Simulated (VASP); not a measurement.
Consider the following.

```
CsCl
1.0
    4.07301     0.00000     0.00000
    0.00000     4.07301     0.00000
    0.00000     0.00000     4.07301
Cs Cl
1 1
Direct
  0.00000   0.00000   0.00000
  0.50000   0.50000   0.50000
```

All values below come from PBEsol GGA, VASP's PBE PAW potentials (set 64) (plane waves; VASP). Settings: 500 eV cut-off, 7×7×7 Γ-centred mesh, Gaussian smearing of 0.050 eV, potentials Cs_sv Cl.

Unless said otherwise, spin-orbit coupling is left out, though it shifts the bands of the heavy elements here.

What does the run give for the energy per atom (σ→0), band gap (on the k-mesh) with the smallest direct gap where there is one?

The band gap (on the k-mesh) is 5.21 eV and the smallest direct gap (on the k-mesh) is 5.21 eV. The energy per atom (σ→0) is -3.423 eV/atom.

Only differences to runs with the same potentials and settings are physical.

The compound is CsCl in the CsCl type structure. It was relaxed first.
